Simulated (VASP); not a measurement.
These are PBEsol GGA, VASP's PBE PAW potentials (set 64) (plane waves; VASP) values and carry that method's errors.

The input files of a VASP run:

### POSCAR
```
Rb
2.7890840
 -1.0000000676   1.0000000676   1.0000000676
  1.0000000676  -1.0000000676   1.0000000676
  1.0000000676   1.0000000676  -1.0000000676
Rb
1
direct
  0.0000000000   0.0000000000   0.0000000000
```

### INCAR
```
ISMEAR = -5
LWAVE = .FALSE.
NEDOS = 601   # DOS grid
ALGO = Normal
LORBIT = 11   # lm-projected
LREAL = .FALSE.   # projection in real space or not
ENCUT = 520   # plane-wave cut-off (eV)
LMAXMIX = 4
EDIFF = 1E-7   # SCF stop (eV)
PREC = Accurate
GGA = PS   # PBEsol
ISIF = 2
LCHARG = .TRUE.
NELM = 100
SYSTEM = Rb
LASPH = .TRUE.   # aspherical one-centre terms
```

File KPOINTS:
```
Automatic mesh
0
Gamma
10 10 10
0 0 0
```

POTCAR, in this order: Rb_sv (PBE.64 set). Program: vasp_std.

The run wrote:

### OSZICAR
```
       N       E                     dE             d eps       ncg     rms          rms(c)
DAV:   1     0.479270413899E+02    0.47927E+02   -0.34403E+03   752   0.826E+02
DAV:   2     0.167328328754E+01   -0.46254E+02   -0.45599E+02   840   0.141E+02
DAV:   3    -0.960731709410E+00   -0.26340E+01   -0.26334E+01  1008   0.395E+01
DAV:   4    -0.102410019640E+01   -0.63368E-01   -0.63164E-01  1232   0.520E+00
DAV:   5    -0.102460828110E+01   -0.50808E-03   -0.50830E-03  1120   0.349E-01    0.118E+00
DAV:   6    -0.102404082950E+01    0.56745E-03   -0.22924E-03  1176   0.320E-01    0.718E-01
DAV:   7    -0.102423832069E+01   -0.19749E-03   -0.41621E-03  1072   0.435E-01    0.543E-02
DAV:   8    -0.102431242375E+01   -0.74103E-04   -0.15565E-04  1064   0.133E-01    0.151E-02
DAV:   9    -0.102431791353E+01   -0.54898E-05   -0.56435E-06  1232   0.209E-02    0.428E-03
DAV:  10    -0.102431777523E+01    0.13831E-06   -0.24249E-06  1184   0.104E-02    0.539E-04
DAV:  11    -0.102431780200E+01   -0.26772E-07   -0.56539E-08   848   0.199E-03
   1 F= -.10243178E+01 E0= -.10243178E+01  d E =0.000000E+00
```

OUTCAR:
```
------------------------ aborting loop because EDIFF is reached ----------------------------------------
  FORCE on cell =-STRESS in cart. coord.  units (eV):
  Direction    XX          YY          ZZ          XY          YZ          ZX
  --------------------------------------------------------------------------------------
  Total       -0.0097564     -0.0097564     -0.0097564      0.0000000      0.0000000     -0.0000000
  in kB       -0.1801173     -0.1801173     -0.1801173      0.0000000      0.0000000     -0.0000000
  external PRESSURE =      -0.1801173 kB  Pullay stress =       0.0000000 kB
  volume of cell :       86.79
      direct lattice vectors                 reciprocal lattice vectors
    -2.789084188  2.789084188  2.789084188     0.000000000  0.179270315  0.179270315
     2.789084188 -2.789084188  2.789084188     0.179270315  0.000000000  0.179270315
     2.789084188  2.789084188 -2.789084188     0.179270315  0.179270315  0.000000000
 POSITION                                       TOTAL-FORCE (eV/Angst)
 -----------------------------------------------------------------------------------
      0.00000      0.00000      0.00000        -0.000000     -0.000000      0.000000
 -----------------------------------------------------------------------------------
    total drift:                                0.000000     -0.000000      0.000000
  FREE ENERGIE OF THE ION-ELECTRON SYSTEM (eV)
  ---------------------------------------------------
  free  energy   TOTEN  =        -1.0243178020 eV

  energy  without entropy=       -1.0243178020  energy(sigma->0) =       -1.02431780

 total charge

# of ion       s       p       d       tot
------------------------------------------
    1        1.963   5.323   0.006   7.292
```
(Selected blocks of OUTCAR.)

### OUTCAR
```
 val. band max:       -0.0391180616   @ k =  -0.3000   0.3000   0.3000

 cond. band min:       0.0489567434   @ k =   0.3000   0.2000   0.0000


 Fermi energy:         0.0755843200

 k-point     1 :       0.0000    0.0000    0.0000
  band No.  band energies     occupation
      1     -28.7795      2.00000
      2     -12.8213      2.00000
      3     -12.8213      2.00000
      4     -12.8213      2.00000
      5      -1.9875      2.00000
      6       3.7754      0.00000
      7       3.7754      0.00000
      8       3.7754      0.00000

 k-point     2 :       0.1000    0.0000    0.0000
  band No.  band energies     occupation
      1     -28.7790      2.00000
      2     -12.8325      2.00000
      3     -12.8250      2.00000
      4     -12.8213      2.00000
      5      -1.8642      2.00000
      6       3.5806      0.00000
      7       3.6076      0.00000
      8       3.8907      0.00000

 k-point     3 :       0.2000    0.0000    0.0000
  band No.  band energies     occupation
      1     -28.7777      2.00000
      2     -12.8614      2.00000
      3     -12.8344      2.00000
      4     -12.8214      2.00000
      5      -1.5063      2.00000
      6       2.9282      0.00000
      7       3.2616      0.00000
      8       4.2313      0.00000

 k-point     4 :       0.3000    0.0000    0.0000
  band No.  band energies     occupation
      1     -28.7760      2.00000
      2     -12.8966      2.00000
      3     -12.8461      2.00000
      4     -12.8214      2.00000
      5      -0.9505      2.00239
      6       2.1578      0.00000
      7       2.9360      0.00000
      8       4.6158      0.00000

 k-point     5 :       0.4000    0.0000    0.0000
  band No.  band energies     occupation
      1     -28.7747      2.00000
      2     -12.9245      2.00000
      3     -12.8555      2.00000
      4     -12.8214      2.00000
      5      -0.2648      2.08745
      6       1.4109      0.00000
      7       2.7197      0.00000
...
```

For a metal the tetrahedron method with Blöchl corrections gives inexact stress and forces.

The compound is Rb in the bcc structure. It was relaxed first.
